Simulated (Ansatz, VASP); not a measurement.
## Cross-check of TlSbS3 between VASP and Ansatz

Wanted: the spread between two codes on one cell, functional and k mesh. The cell is generated by rule, not measured, and may not be a known phase. The cell is taken from a series of runs on this material, whose earlier steps may have relaxed, scaled, displaced or heated it; both programs get it as it stands.

Calculated with Ansatz 0.2.0; plane waves, with VASP 6.6.1 beside it; relaxation of cell and atoms at LDA.

## 1. Set-up

Symmetry: Pm-3m, No. 221, cubic system. The conventional cell has a = 4.957 Å, b = 4.957 Å, c = 4.957 Å, α = 90.00°, β = 90.00°, γ = 90.00°. Nearest to Tl lie 12 S at 3.51 Å. Sb has 6 S at 2.48 Å nearest. Nearest to S lie 2 Sb at 2.48 Å. Farther neighbours and most contacts between anions are not listed.

## 2. Ansatz: relaxation of cell and atoms, LDA, pair 1

Ansatz runs on its PAW soft_1 files.

The relaxed volume is the usual yardstick between codes: in a stiff, nearly cubic crystal its relative difference is about their pressure difference at one cell divided by the bulk modulus.

input.yaml

```yaml
crystal:
  lattice:
    - [4.9570837717, 0.0, 0.0]
    - [0.0, 4.9570837717, 0.0]
    - [0.0, 0.0, 4.9570837717]
  atoms:
    - { symbol: Tl, position: [0.0, 0.0, 0.0] }
    - { symbol: Sb, position: [0.5, 0.5, 0.5] }
    - { symbol: S, position: [0.5, 0.5, 0.0] }
    - { symbol: S, position: [0.5, 0.0, 0.5] }
    - { symbol: S, position: [0.0, 0.5, 0.5] }
kpoints:
  mp_grid: { grid: [8, 8, 8] }
hamiltonian:
  xc: lda
  pseudopotentials: { kind: paw, azcp: { folder: soft_1 }, xc_functional: pbe }
scf:
  occupations: { method: gaussian, width: 0.1 }
output:
  forces: true
  stress: true
  eigenvalues: true
  write_density: true
  write_potential: true
  elf: true
  volumetric_format: npy
relax:
  adjacent_minimum: "off"
  f_tol: 0.005
  max_steps: 80
  cell: { stress_tol: 0.05 }
```

Launch:

```
$ ansatz run input.yaml --threads 4 --pin off --max-ram 16384MiB --backend cpu --events-out ev --progress --plain --runs-dir out
```

Numbers of over 12 decimals in the logs are rounded to 6 here.

The log of the run:

```text
Engine: ansatz 0.2.0, aarch64-unknown-linux-gnu
Pseudopotentials: kind: paw
Pseudopotential: Tl, paw, valence charge 13, recommended cutoff 420 eV (normal), soft_1/Tl.paw.azcp
Pseudopotential: Sb, paw, valence charge 15, recommended cutoff 420 eV (normal), soft_1/Sb.paw.azcp
Pseudopotential: S, paw, valence charge 6, recommended cutoff 420 eV (normal), soft_1/S.paw.azcp
Functional definition: SPW92
  exchange = slater_x
  correlation = pw_c
Crystal: 5 atoms, lattice volume = 121.809 Å³
Basis set: ecut = 420 eV, 2373 PW (Γ)
Bands: 28, of which v1, the nominal top of the filled ones, is band 23 counted from 1 (22 counted from 0)
Symmetry: 48 space group operations
Space group: Pm-3m (ITA 221), of the structure as read, at distance tolerance 5.0e-5 Å
k-points: 35 of 512
Non-local potential: Tl, projectors of the file, l = 0: 2, l = 1: 2, l = 2: 2, l = 3: 1
Non-local potential: Sb, projectors of the file, l = 0: 2, l = 1: 2, l = 2: 2, l = 3: 1
Non-local potential: S, projectors of the file, l = 0: 2, l = 1: 2, l = 2: 1
PAW form: soft (Blöchl's): semilocal exchange-correlation on the pseudo side does not see the compensation charge
PAW frozen core: Tl, regenerated for the run's functional, and the local potential with it (the file was generated under x = pbe(κ = 0.804, μ = 0.219515), c = pbe(β = 0.066725))
PAW frozen core: Sb, regenerated for the run's functional, and the local potential with it (the file was generated under x = pbe(κ = 0.804, μ = 0.219515), c = pbe(β = 0.066725))
PAW frozen core: S, regenerated for the run's functional, and the local potential with it (the file was generated under x = pbe(κ = 0.804, μ = 0.219515), c = pbe(β = 0.066725))
PAW one-centre angular grid: Tl, 590 points (default); XC on 64 Gauss nodes
PAW one-centre angular grid: Sb, 590 points (default); XC on 64 Gauss nodes
PAW one-centre angular grid: S, 110 points (default); XC on 64 Gauss nodes
Initial density: superposition of atomic densities (chi_scale 0.1, normalization cell, long waves kept (reshape's long-wave potential 0.03 eV rms))
Initial wavefunctions: pseudopotential atomic-orbital guess
Functional: x = slater, c = lda
SCF iter   1: F=—  HF=-20092.982791 eV  |F-HF|=—  |Δ(HF+E_count)|=         —  Δρ=2.87e-2  dr2=2.42e0  ethr=3.10e-3  ⟨swp⟩=8.2  Hψ=5047  notcnv=0
preconditioner: auto → Kerker (q_TF=auto, 2.320 Å⁻¹)  [metal: Δε(μ)=0.037 eV  Ē_g=10.339 eV  σ=0.100 eV  W_gap=0.20  n_scr=26 (ndim 8)  ℏωp=20.2 eV  f_vac=0.000  D(μ)=4.07/eV (n_scr^D=26)]
SCF iter   2: F=—  HF=-20092.437850 eV  |F-HF|=—  |Δ(HF+E_count)|=   5.45e-1  Δρ=1.61e-2  dr2=9.31e-1  ethr=3.10e-3  ⟨swp⟩=3.1  Hψ=1645  notcnv=0  defer=21
SCF iter   3: F=—  HF=-20092.138670 eV  |F-HF|=—  |Δ(HF+E_count)|=   2.99e-1  Δρ=3.90e-3  dr2=7.87e-2  ethr=2.02e-3  ⟨swp⟩=3.2  Hψ=1950  notcnv=0  defer=20
SCF iter   4: F=—  HF=-20092.108992 eV  |F-HF|=—  |Δ(HF+E_count)|=   2.97e-2  Δρ=1.48e-3  dr2=7.83e-3  ethr=1.71e-4  ⟨swp⟩=2.7  Hψ=1776  notcnv=0  defer=13
SCF iter   5: F=—  HF=-20092.106442 eV  |F-HF|=—  |Δ(HF+E_count)|=   2.55e-3  Δρ=5.24e-4  dr2=5.46e-4  ethr=1.70e-5  ⟨swp⟩=2.7  Hψ=1902  notcnv=0  defer=12
SCF iter   6: F=—  HF=-20092.106235 eV  |F-HF|=—  |Δ(HF+E_count)|=   2.07e-4  Δρ=1.21e-4  dr2=1.90e-5  ethr=1.19e-6  ⟨swp⟩=2.1  Hψ=1740  notcnv=0  defer=12
SCF iter   7: F=—  HF=-20092.106234 eV  |F-HF|=—  |Δ(HF+E_count)|=   1.00e-6  Δρ=1.75e-5  dr2=2.89e-7  ethr=4.12e-8  ⟨swp⟩=2.7  Hψ=1794  notcnv=0  defer=12
SCF iter   8: F=-20092.106234 eV  HF=-20092.106234 eV  |F-HF|=1.11e-8  |Δ(HF+E_count)|=   3.41e-7  Δρ=3.38e-6  dr2=1.74e-8  ethr=2.17e-10  ⟨swp⟩=15.1  Hψ=8482  notcnv=0
SCF 1 converged in 8 iterations: F = -20092.106234 eV  dr2 = 1.74e-8
  greatest PAW one-centre occupation: 0.997 electrons in one spin orbital (limit 2), on the Sb atom at site 1 (counted from 0), in its partial waves of l = 2
relax step   1: F+E_penalty+E_count = -20092.10623428 eV  Δ(F+E_penalty+E_count) = +0.000e0 eV  max|allowed force component| = 1.366e-29 eV/Å  Δτ_max = 0.0000 Å  P = +0.016 GPa  Ω = 121.809 Å³  (8 SCF iters, dr2 threshold 1.00e-7 eV, accepted)
Initial density: handed on by an earlier stage of this run
Initial wavefunctions: pseudopotential atomic-orbital guess (no wavefunctions were taken with the density)
iter 1 solved again at ethr=3.52e-7 eV; its pass at ethr=3.10e-3 eV (dr2=1.62e-4 eV) is discarded
SCF iter   1: F=—  HF=-20092.106228 eV  |F-HF|=—  |Δ(HF+E_count)|=         —  Δρ=3.41e-6  dr2=1.80e-8  ethr=3.52e-7  ⟨swp⟩=3.9  Hψ=8307  notcnv=0
eigensolver tolerance schedule: the retry pair's looser diagonalisation over-reported the residual by 9005.24 of it (diagonalisation noise at an unbounded share of the residual, at the tolerance the schedule requests for it); recorded, not acted on — ethr = c·dr2/N_el stays at c = 1.0e-1
preconditioner: auto → Kerker (q_TF=auto, 2.320 Å⁻¹)  [metal: Δε(μ)=0.008 eV  Ē_g=9.896 eV  σ=0.100 eV  W_gap=0.04  n_scr=26 (ndim 8)  ℏωp=20.2 eV  f_vac=0.001  D(μ)=4.08/eV (n_scr^D=26)]
SCF iter   2: F=—  HF=-20092.106234 eV  |F-HF|=—  |Δ(HF+E_count)|=   5.78e-6  Δρ=2.43e-6  dr2=9.02e-9  ethr=3.91e-11  ⟨swp⟩=3.9  Hψ=2711  notcnv=0
SCF iter   3: F=—  HF=-20092.106234 eV  |F-HF|=—  |Δ(HF+E_count)|=   6.29e-9  Δρ=8.98e-7  dr2=1.08e-9  ethr=1.96e-11  ⟨swp⟩=2.5  Hψ=1554  notcnv=0
SCF iter   4: F=—  HF=-20092.106234 eV  |F-HF|=—  |Δ(HF+E_count)|=  5.09e-11  Δρ=4.95e-7  dr2=2.00e-10  ethr=2.36e-12  ⟨swp⟩=2.3  Hψ=1585  notcnv=0
iter 5 did not close the SCF: its close was put off for the readings that it lacked (scf_convergence_deferred on its scf_iter line)
SCF iter   5: F=-20092.106234 eV  HF=-20092.106234 eV  |F-HF|=3.64e-12  |Δ(HF+E_count)|=  4.00e-11  Δρ=1.57e-7  dr2=2.44e-11  ethr=1.00e-12  ⟨swp⟩=1.0  Hψ=980  notcnv=0
SCF iter   6: F=-20092.106234 eV  HF=-20092.106234 eV  |F-HF|=1.82e-11  |Δ(HF+E_count)|=  1.09e-11  Δρ=5.30e-8  dr2=2.02e-12  ethr=1.00e-12  ⟨swp⟩=6.4  Hψ=5321  notcnv=0
SCF 2 converged in 6 iterations: F = -20092.106234 eV  dr2 = 2.02e-12
relax step   2: F+E_penalty+E_count = -20092.10623428 eV  Δ(F+E_penalty+E_count) = -1.866e-9 eV  max|allowed force component| = 7.208e-29 eV/Å  Δτ_max = 0.0000 Å  P = +0.016 GPa  Ω = 121.809 Å³  stress off target by 1.64e-2 GPa  SCF on the basis re-selected at this cell (its energy is not comparable with the rows above)  (6 SCF iters)
basis re-selected at this cell: Δ(F+E_penalty+E_count) = -1.866e-9 eV, ΔP = +0.000 GPa vs the last step (what re-selecting the basis moved, of the pressure what is left beyond the Pulay correction that the steps carried, after the strain that the cell walked since its last selection, with what the two solves' SCF thresholds leave and, on support functions, any second-order correction that the steps lacked; it is no m [...]
SCF converged after 6 iterations
Free energy (F): -20092.106234 eV
Harris-Foulkes:  -20092.106234 eV  (|F-HF|=1.82e-11)
Internal energy: -20092.085837 eV  (E = F + TS)
E sigma→0 (E₀):  -20092.096036 eV
Entropy (-TS):   -0.020397 eV (-4.079 meV/atom)
Fermi energy:    6.677510 eV
--- Per-component energies (eV) ---
  E_band       = -226.767657
  E_kinetic    = 746.958542
  E_local      = -3148.417463  (includes V_loc(G=0)·N_el)
  E_nonlocal   = 822.215326
  E_hartree    = 1223.842664
  E_xc         = -546.732837
  E_vxc        = -462.772938  (∫ρ·V_xc dr)
  E_paw        = -16013.887988  (= ΣΔE_a)
  E_vpaw       = -632.436520  (= ΣTr[D̂ρ^β])
  E_aug_tail   = 0.000087  (compensation charges beyond the density's cutoff)
  E_ewald      = -3176.941132
  E_core_change = 0.876963  (= ΣΔE_core)
  E_smearing   = -0.020397  (= −TS)
  E_closure    = -0.000000  (closes the sum)
  Σ components = -20092.106234   (vs F -20092.106234, Δ=0.00e0)
--- Forces (eV/Å), atoms counted from 1 ---
  atom   1  Tl    -0.00000000     0.00000000    -0.00000000
  atom   2  Sb     0.00000000    -0.00000000     0.00000000
  atom   3  S      0.00000000    -0.00000000    -0.00000000
  atom   4  S     -0.00000000     0.00000000    -0.00000000
  atom   5  S      0.00000000     0.00000000     0.00000000
  max |Σ_I F_I| component: 9.19e-29 eV/Å
--- Stress (GPa, compression-positive) ---
        0.016422       0.000000       0.000000
        0.000000       0.016422       0.000000
        0.000000       0.000000       0.016422
  P = ⅓ Tr σ = 0.0164 GPa (0.164 kbar)
--- Band table (eV; the first three rows and the last of 35) ---
  k-point 0: bands = [... 19 lower, 5.5186, 5.5186, 5.7413, 5.7413, 5.7413, 12.0665, 12.0665, 12.0665, ... 1 higher]
  k-point 1: bands = [... 19 lower, 5.4497, 5.6927, 5.7138, 5.7138, 5.8146, 11.6206, 11.8843, 11.8843, ... 1 higher]
  k-point 2: bands = [... 19 lower, 5.1988, 5.5813, 5.7471, 5.7471, 6.4496, 10.4957, 11.5991, 11.5991, ... 1 higher]
  k-point 34: bands = [... 19 lower, 5.0792, 6.9610, 6.9610, 6.9610, 7.9773, 7.9773, 7.9773, 10.6499, ... 1 higher]
--- Relaxed structure (1 steps of the walk, 1 accepted, 1 SCFs on fresh bases) ---
  F+E_penalty+E_count = -20092.10623428 eV   max|allowed force component| = 7.208e-29 eV/Å   (the final SCF, on the basis selected at the relaxed cell)
  cell:  # Å, volume = 121.8088 Å³
    - [4.9570837717, 0.0, 0.0]
    - [0.0, 4.9570837717, 0.0]
    - [0.0, 0.0, 4.9570837717]
  atoms:
    - { symbol: Tl, position: [0.0, 0.0, 0.0] }
    - { symbol: Sb, position: [0.5, 0.5, 0.5] }
    - { symbol: S, position: [0.5, 0.5, 0.0] }
    - { symbol: S, position: [0.5, 0.0, 0.5] }
    - { symbol: S, position: [0.0, 0.5, 0.5] }
```

## 3. VASP: relaxation of cell and atoms, LDA, pair 1

The same cell, functional (in two slightly different forms), mesh and smearing now go to VASP, with its own data sets.

Lines of VASP's logs that name or quote its potential files are left out, and so is its time.

INCAR

```
SYSTEM = TlSbS3
PREC = Accurate
ENCUT = 500
EDIFF = 1E-07
NELM = 120
ISMEAR = 0
SIGMA = 0.1
LREAL = .FALSE.
ALGO = Normal
GGA = CA
NBANDS = 24
LORBIT = 11
LWAVE = .FALSE.
LCHARG = .FALSE.
ISIF = 3
IBRION = 2
NSW = 80
EDIFFG = -0.005
LASPH = .TRUE.
GGA_COMPAT = .FALSE.
NELMIN = 4
KPAR = 2
```

POSCAR

```
TlSbS3
1.0
    4.9570840000      0.0000000000      0.0000000000
    0.0000000000      4.9570840000      0.0000000000
    0.0000000000      0.0000000000      4.9570840000
Tl Sb S
1 1 3
Direct
    0.0000000000      0.0000000000      0.0000000000
    0.5000000000      0.5000000000      0.5000000000
    0.5000000000      0.5000000000      0.0000000000
    0.5000000000      0.0000000000      0.5000000000
    0.0000000000      0.5000000000      0.5000000000
```

KPOINTS

```
Automatic mesh
0
Gamma
8 8 8
0 0 0
```

PAW data sets: Tl_d, Sb and S (LDA family, release 64).

Launch:

```
$ mpirun -np 2 vasp_std
```

The log of the run:

```text
[banner, memory and clock lines left out]
running    2 mpi-ranks, on    1 nodes
 distrk:  each k-point on    1 cores,    2 groups
 distr:  one band on    1 cores,    1 groups

 POSCAR found type information on POSCAR TlSbS
 POSCAR found :  3 types and       5 ions
 LDA part: xc-table for (Slater(with rela. corr.)+CA(PZ))
 , standard interpolation
 POSCAR, INCAR and KPOINTS ok, starting setup
 FFT: planning ... GRIDC
 FFT: planning ... GRID_SOFT
 FFT: planning ... GRID
 WAVECAR not read
 entering main loop
       N       E                     dE             d eps       ncg     rms          rms(c)
DAV:   1     0.201581514152E+03    0.20158E+03   -0.15655E+04  1688   0.126E+03
DAV:   2    -0.867392105788E+01   -0.21026E+03   -0.20423E+03  2080   0.250E+02
DAV:   3    -0.221620393795E+02   -0.13488E+02   -0.13325E+02  2096   0.632E+01
DAV:   4    -0.223463116527E+02   -0.18427E+00   -0.18415E+00  1968   0.852E+00
DAV:   5    -0.223504418362E+02   -0.41302E-02   -0.41285E-02  2152   0.127E+00    0.104E+01
DAV:   6    -0.212827589654E+02    0.10677E+01   -0.21427E+00  1808   0.641E+00    0.789E+00
DAV:   7    -0.212554317404E+02    0.27327E-01   -0.36906E-01  2016   0.245E+00    0.328E+00
DAV:   8    -0.212457038463E+02    0.97279E-02   -0.41083E-02  1936   0.105E+00    0.722E-01
DAV:   9    -0.212439809563E+02    0.17229E-02   -0.51114E-03  1992   0.388E-01    0.126E-01
DAV:  10    -0.212440191665E+02   -0.38210E-04   -0.45004E-04  2064   0.104E-01    0.431E-02
DAV:  11    -0.212440221240E+02   -0.29575E-05   -0.32459E-05  2288   0.345E-02    0.260E-02
DAV:  12    -0.212440226426E+02   -0.51859E-06   -0.25931E-06  2040   0.781E-03    0.602E-03
DAV:  13    -0.212440225035E+02    0.13910E-06   -0.64565E-07  1880   0.428E-03    0.247E-03
DAV:  14    -0.212440225043E+02   -0.77307E-09   -0.52098E-08  1264   0.125E-03
   1 F= -.21244023E+02 E0= -.21233779E+02  d E =-.212440E+02
 curvature:   0.00 expect dE= 0.000E+00 dE for cont linesearch  0.000E+00
 trial: gam= 0.00000 g(F)=  0.000E+00 g(S)=  0.111E-03 ort = 0.000E+00 (trialstep = 0.100E+01)
 search vector abs. value=  0.111E-03
 bond charge predicted
       N       E                     dE             d eps       ncg     rms          rms(c)
DAV:   1    -0.212447531836E+02   -0.73068E-03   -0.14503E-02  1840   0.720E-01    0.172E-01
DAV:   2    -0.212441674032E+02    0.58578E-03   -0.12725E-03  1768   0.210E-01    0.556E-02
DAV:   3    -0.212440681199E+02    0.99283E-04   -0.34583E-04  1920   0.105E-01    0.347E-02
DAV:   4    -0.212440638765E+02    0.42434E-05   -0.10049E-05  1936   0.188E-02    0.924E-03
DAV:   5    -0.212440631651E+02    0.71137E-06   -0.29282E-06  1904   0.100E-02    0.431E-03
DAV:   6    -0.212440631547E+02    0.10480E-07   -0.14674E-07  1344   0.226E-03
   2 F= -.21244063E+02 E0= -.21233818E+02  d E =-.406504E-04
 trial-energy change:   -0.000041  1 .order   -0.000042   -0.000111    0.000027
 step:   0.7944(harm=  0.8011)  dis= 0.00000  next Energy=   -21.244066 (dE=-0.435E-04)
 reached required accuracy - stopping structural energy minimisation
```

Parts of OUTCAR (step 3):

```text
ion  position               nearest neighbor table
   1  0.000  0.000  0.000-
   2  0.500  0.500  0.500-   3 2.48   4 2.48   5 2.48   3 2.48   4 2.48   5 2.48
   3  0.500  0.500  0.000-   2 2.48   2 2.48
   4  0.500  0.000  0.500-   2 2.48   2 2.48
   5  0.000  0.500  0.500-   2 2.48   2 2.48

  LATTYP: Found a simple cubic cell.
 ALAT       =     4.9570840000

 Subroutine GETGRP returns: Found 48 space group operations
 (whereof 48 operations were pure point group operations)

The static configuration has the point symmetry O_h .

 Found     35 irreducible k-points:

   k-points           NKPTS =     35   k-points in BZ     NKDIM =     35   number of bands    NBANDS=     24

   dimension x,y,z NGX =    36 NGY =   36 NGZ =   36
   dimension x,y,z NGXF=    72 NGYF=   72 NGZF=   72

   ENCUT  =  500.0 eV  36.75 Ry    6.06 a.u.   9.04  9.04  9.04*2*pi/ulx,y,z

   NELECT =      36.0000    total number of electrons

 k-points in reciprocal lattice and weights: Automatic mesh
   0.00000000  0.00000000  0.00000000       0.002
   0.12500000  0.00000000  0.00000000       0.012
   0.25000000  0.00000000  0.00000000       0.012
   0.37500000  0.00000000  0.00000000       0.012
   0.50000000  0.00000000  0.00000000       0.006
   0.12500000  0.12500000  0.00000000       0.023
   0.25000000  0.12500000  0.00000000       0.047
   0.37500000  0.12500000  0.00000000       0.047
   0.50000000  0.12500000  0.00000000       0.023
[...]
0.50000000  0.50000000  0.37500000       0.012
   0.50000000  0.50000000  0.50000000       0.002

 average (electrostatic) potential at core
       1 -83.9043       2 -89.8851       3 -86.8534       4 -86.8534       5 -86.8534

 E-fermi :   4.4569

 k-point     1 :       0.0000    0.0000    0.0000
  band No.  band energies     occupation
    ...
     15       3.2938      2.00000
     16       3.2938      2.00000
     17       3.5159      2.00000
     18       3.5159      2.00000
     19       3.5159      2.00000
     20       9.7810      0.00000
     21       9.7810      0.00000
     22       9.7810      0.00000
     23      10.1839      0.00000
     24      10.1839      0.00000

 k-point     2 :       0.1250    0.0000    0.0000
  band No.  band energies     occupation
    ...
     15       3.2250      2.00000
     16       3.4673      2.00000
     17       3.4884      2.00000
     18       3.4884      2.00000
     19       3.5951      2.00000
     20       9.3944      0.00000
     21       9.6387      0.00000
     22       9.6387      0.00000
     23       9.8175      0.00000
     24      10.4629      0.00000

 k-point     3 :       0.2500    0.0000    0.0000
  band No.  band energies     occupation
    ...
     15       2.9745      2.00000
     16       3.3557      2.00000
     17       3.5217      2.00000
     18       3.5217      2.00000
     19       4.2373      1.99810
     20       8.2705      0.00000
     21       9.3705      0.00000
     22       9.3705      0.00000
     23       9.9128      0.00000
     24      10.4978      0.00000

  Total       -0.0153527     -0.0153527     -0.0153527      0.0000000      0.0000000     -0.0000000
  in kB       -0.2015762     -0.2015762     -0.2015762      0.0000000      0.0000000     -0.0000000
  external PRESSURE =      -0.2015762 kB  Pullay stress =       0.0000000 kB

  energy-cutoff  :      500.00
  volume of cell :      122.03
      direct lattice vectors                 reciprocal lattice vectors
     4.960041067  0.000000000  0.000000000     0.201611234 -0.000000000  0.000000000
     0.000000000  4.960041067  0.000000000    -0.000000000  0.201611234  0.000000000
    -0.000000000 -0.000000000  4.960041067    -0.000000000 -0.000000000  0.201611234

 POSITION                                       TOTAL-FORCE (eV/Angst)
 -----------------------------------------------------------------------------------
      0.00000      0.00000      0.00000        -0.000000     -0.000000      0.000000
      2.48002      2.48002      2.48002        -0.000000      0.000000      0.000000
      2.48002      2.48002      0.00000        -0.000000      0.000000      0.000000
      2.48002     -0.00000      2.48002        -0.000000     -0.000000      0.000000
     -0.00000      2.48002      2.48002         0.000000      0.000000     -0.000000
 -----------------------------------------------------------------------------------
    total drift:                                0.000000      0.000000      0.000000

  FREE ENERGIE OF THE ION-ELECTRON SYSTEM (eV)
  ---------------------------------------------------
  free  energy   TOTEN  =       -21.2440631547 eV

  energy  without entropy=      -21.2235732166  energy(sigma->0) =      -21.23381819

 reached required accuracy - stopping structural energy minimisation

 total charge
# of ion       s       p       d       tot
------------------------------------------
    1        1.261   0.135   9.662  11.059
    2        1.155   1.049   0.147   2.351
    3        1.365   2.314   0.000   3.679
    4        1.365   2.314   0.000   3.679
    5        1.365   2.314   0.000   3.679
--------------------------------------------------
tot          6.511   8.126   9.809  24.446

[... 3 further parts left out ...]
```

## 4. Comparison

Known differences besides the potentials themselves: the two LDA forms differ slightly; the data sets hold 46 valence electrons in Ansatz (on its PAW soft_1 files) and 36 in VASP; the cutoff is 420 eV in Ansatz and 500 eV in VASP; VASP's log shows a relativistic correction to its local exchange, Ansatz's none; Ansatz adds a Pulay correction to the stress that steers its cell, VASP none. Total energies have different zeros and are not compared.

Both answers:

| quantity | Ansatz | VASP | difference |
| --- | --- | --- | --- |
| volume (Å³) | 121.81 | 122.03 | -0.18 % |
| edge a after relaxation, in the typed setting (Å) | 4.957 | 4.960 | -0.06 % |

(Part 1 of 2 ends here.)

[Lines on the potential files, build, host, timing and source positions are cut from VASP's logs without a mark.]

[Logs are printed without paths, hosts, clocks, repeated set-up lines and the standing remarks that a program may print on its own settings, such as how far it seeks lower states.]

[Hosts, paths, dates, database ids (printed as entryN), source tags and the programs' standing remarks are cut or masked in the printed files.]
